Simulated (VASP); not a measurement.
These are PBE GGA, VASP's PBE PAW potentials (set 64) (plane waves; VASP 6.6.1) values and carry that method's errors.

A VASP calculation is set up with these files.

**INCAR**
```
! general
SYSTEM  = Pd
PREC    = Accurate
ENCUT   = 400   ! plane-wave cut-off (eV)
LREAL   = .False.   ! projection in real space or not
LASPH   = .True.   ! aspherical one-centre terms

! electronic loop
EDIFF   = 1E-7
NELM    = 100   ! most electronic steps
ALGO    = Normal
LMAXMIX = 4   ! l cut-off of mixed one-centre charges

! smearing
ISMEAR  = -5   ! tetrahedra, Bloechl

! functional
GGA     = PE

! ions
ISIF    = 2   ! forces and stress, cell fixed

! output
LWAVE   = .False.
LCHARG  = .True.
LORBIT  = 11
NEDOS   = 601   ! DOS grid
```

File POSCAR:
```
Pd
1
    0.0000000000     1.9690748081     1.9690748081
    1.9690748081     0.0000000000     1.9690748081
    1.9690748081     1.9690748081     0.0000000000
Pd
1
Direct
  0.0000000000   0.0000000000   0.0000000000
```

### KPOINTS
```
Automatic mesh
0
Gamma
18 18 18
0 0 0
```

POTCAR, in this order: Pd (PBE.64 set). Program: vasp_std.

Output

**OSZICAR**
```
       N       E                     dE             d eps       ncg     rms          rms(c)
DAV:   1     0.304446543656E+02    0.30445E+02   -0.44594E+03  3590   0.821E+02
DAV:   2    -0.517941273490E+01   -0.35624E+02   -0.34950E+02  3756   0.169E+02
DAV:   3    -0.548677482449E+01   -0.30736E+00   -0.30595E+00  4056   0.180E+01
DAV:   4    -0.548847997180E+01   -0.17051E-02   -0.17055E-02  4098   0.127E+00
DAV:   5    -0.548849857707E+01   -0.18605E-04   -0.18596E-04  4091   0.115E-01    0.701E+00
DAV:   6    -0.522950050873E+01    0.25900E+00   -0.12647E+00  3586   0.104E+01    0.343E+00
DAV:   7    -0.522028380737E+01    0.92167E-02   -0.58150E-03  3854   0.692E-01    0.184E+00
DAV:   8    -0.521681008767E+01    0.34737E-02   -0.10009E-03  3722   0.258E-01    0.480E-02
DAV:   9    -0.521681122847E+01   -0.11408E-05   -0.76939E-06  4262   0.300E-02    0.116E-02
DAV:  10    -0.521681362007E+01   -0.23916E-05   -0.15323E-06  3954   0.134E-02    0.312E-03
DAV:  11    -0.521681367925E+01   -0.59176E-07   -0.22966E-08  2970   0.133E-03
   1 F= -.52168137E+01 E0= -.52168137E+01  d E =0.000000E+00
```

**OUTCAR**
```
------------------------ aborting loop because EDIFF is reached ----------------------------------------
  FORCE on cell =-STRESS in cart. coord.  units (eV):
  Direction    XX          YY          ZZ          XY          YZ          ZX
  --------------------------------------------------------------------------------------
  Total       -0.0153237     -0.0153237     -0.0153237      0.0000000      0.0000000      0.0000000
  in kB       -1.6078964     -1.6078964     -1.6078964      0.0000000      0.0000000      0.0000000
  external PRESSURE =      -1.6078964 kB  Pullay stress =       0.0000000 kB
  volume of cell :       15.27
      direct lattice vectors                 reciprocal lattice vectors
     0.000000000  1.969074808  1.969074808    -0.253926361  0.253926361  0.253926361
     1.969074808  0.000000000  1.969074808     0.253926361 -0.253926361  0.253926361
     1.969074808  1.969074808  0.000000000     0.253926361  0.253926361 -0.253926361
 POSITION                                       TOTAL-FORCE (eV/Angst)
 -----------------------------------------------------------------------------------
      0.00000      0.00000      0.00000        -0.000000      0.000000     -0.000000
 -----------------------------------------------------------------------------------
    total drift:                                0.000000      0.000000      0.000000
  FREE ENERGIE OF THE ION-ELECTRON SYSTEM (eV)
  ---------------------------------------------------
  free  energy   TOTEN  =        -5.2168136792 eV

  energy  without entropy=       -5.2168136792  energy(sigma->0) =       -5.21681368

 total charge

# of ion       s       p       d       tot
------------------------------------------
    1        0.472   0.441   8.459   9.371
```
(Selected blocks of OUTCAR.)

For a metal the tetrahedron method with Blöchl corrections gives inexact stress and forces.

The compound is Pd in the fcc structure. It was relaxed first.
